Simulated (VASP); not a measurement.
Level of theory: PBEsol GGA, VASP's PBE PAW potentials (set 64) (plane waves; VASP).

The input files of a VASP run:

INCAR:
```
LREAL=F   ! projection in real space or not
LCHARG=F
ENCUT=480
ISMEAR=1
ISIF=2   ! forces and stress, cell fixed
EDIFF=1E-7   ! SCF stop (eV)
ALGO=Normal   ! blocked Davidson
LWAVE=F
NELM=100
SIGMA=0.1
LASPH=T   ! aspherical one-centre terms
LMAXMIX=4
PREC=Accurate
SYSTEM=CoGa
GGA=PS   ! PBEsol
```

POSCAR:
```
CoGa
1
    2.7947479935     0.0000000000     0.0000000000
    0.0000000000     2.8373076076     0.0000000000
    0.0000000000     0.0000000000     2.8373076076
Ga Co
1 1
Direct
  0.5000000000   0.5000000000   0.5000000000
  0.0000000000   0.0000000000   0.0000000000
```

### KPOINTS
```
Automatic mesh
0
Gamma
12 12 12
0 0 0
```

POTCAR, in this order: Ga_d Co (PBE.64 set). Program: vasp_std.

Q: What does the run give for the energy per atom (σ→0), pressure, band gap (on the k-mesh)?

A: 
- energy per atom (σ→0) = -5884 meV/atom
- band gap (on the k-mesh) = none (metal, semimetal or under 0.01 eV)
- pressure = 3.86 GPa

### OSZICAR
```
...
DAV:   7    -0.118013187617E+02    0.21297E+01   -0.10013E+01  6098   0.515E+01    0.194E+00
DAV:   8    -0.117770876946E+02    0.24231E-01   -0.28255E-01  6984   0.602E+00    0.701E-01
DAV:   9    -0.117689125483E+02    0.81751E-02   -0.24213E-02  8021   0.250E+00    0.157E-01
DAV:  10    -0.117684951378E+02    0.41741E-03   -0.74868E-04  7775   0.405E-01    0.815E-02
DAV:  11    -0.117684694051E+02    0.25733E-04   -0.16996E-04  8579   0.234E-01    0.159E-02
DAV:  12    -0.117684687909E+02    0.61426E-06   -0.77944E-06  9008   0.476E-02    0.272E-03
DAV:  13    -0.117684687758E+02    0.15044E-07   -0.45678E-07  6581   0.109E-02
   1 F= -.11768469E+02 E0= -.11768482E+02  d E =0.391127E-04
```

The compound is CoGa in the CsCl type structure. This cell was strained or had an atom moved on purpose. The run is not spin-polarised, so no magnetic state was tried.
